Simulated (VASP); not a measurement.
Input of a VASP 6.6.1 run:

File INCAR:

```
  PREC = Accurate
  ENCUT = 600
  EDIFF = 1E-7
  ISMEAR = 0
  SIGMA = 0.03
  LREAL = F
  LASPH = T
  NELM = 80
  ALGO = Normal
  ISIF = 3
  LWAVE = F
  LCHARG = F
  GGA = PS
  IBRION = 2
  NSW = 90
  EDIFFG = -0.005
  KPAR = 4
```

KPOINTS

```
regular mesh
0
Gamma
  4 4 4
```

Contents of POSCAR:

```
Zn7CdSe8                                
1.0
   -5.6977633128      0.0000000000      5.6977633128
   -5.6977633128     -5.6977633128      0.0000000000
    0.0000000000     -5.6977633128      5.6977633128
  Cd              Zn              Se            
     1     7     8
Direct
     0.0000000000000000    0.5000000000000000    0.0000000000000000
     0.9990619621338311    0.0009380378661688    0.9990619621338311
     0.9990619621338311    0.4990619621338312    0.5009380378661689
     0.9990619621338311    0.0009380378661688    0.5009380378661689
     0.5009380378661689    0.4990619621338312    0.9990619621338311
     0.5009380378661689    0.0009380378661688    0.9990619621338311
     0.5009380378661689    0.4990619621338312    0.5009380378661689
     0.5000000000000000    0.0000000000000000    0.5000000000000000
     0.1308182739671047    0.1075451780986858    0.1308182739671047
     0.1308182739671047    0.6308182739671049    0.1308182739671047
     0.1247822642398099    0.1250725785867301    0.6250725785867300
     0.1308182739671047    0.6308182739671049    0.6075451780986858
     0.6250725785867300    0.1250725785867301    0.1247822642398099
     0.6075451780986858    0.6308182739671049    0.1308182739671047
     0.6250725785867300    0.1250725785867301    0.6250725785867300
     0.6250725785867300    0.6247822642398099    0.6250725785867300
```

Potentials or basis: VASP PAW PBE potentials, release 64 (Cd, Zn, Se).

The run is started by

```sh
$ cat potpaw_PBE.64/Cd/POTCAR potpaw_PBE.64/Zn/POTCAR potpaw_PBE.64/Se/POTCAR > POTCAR
$ mpirun -np 4 vasp_std > vasp.out
```

Problem. Estimate the space group after relaxing (to 0.05 Å).

Solution. F-43m (No. 216).

Problem. What does it give for the relaxed volume?

Solution. 23.13 Å³/atom.

Forces on the atoms (eV/Å):
```
Cd   0.000  0.000  0.000
Zn   0.000  0.000 -0.001
Zn   0.001  0.000  0.000
Zn   0.000 -0.001  0.000
Zn   0.000  0.001  0.000
Zn  -0.001  0.000  0.000
Zn   0.000  0.000  0.001
Zn   0.000  0.000  0.000
Se   0.000  0.000  0.000
Se   0.000  0.000  0.000
Se  -0.002  0.002  0.002
Se   0.000  0.000  0.000
Se   0.002 -0.002  0.002
Se   0.000  0.000  0.000
Se   0.002  0.002 -0.002
Se  -0.002 -0.002 -0.002
```

Caveat: the PAW data sets were made with another functional, which shifts forces and pressure a little.
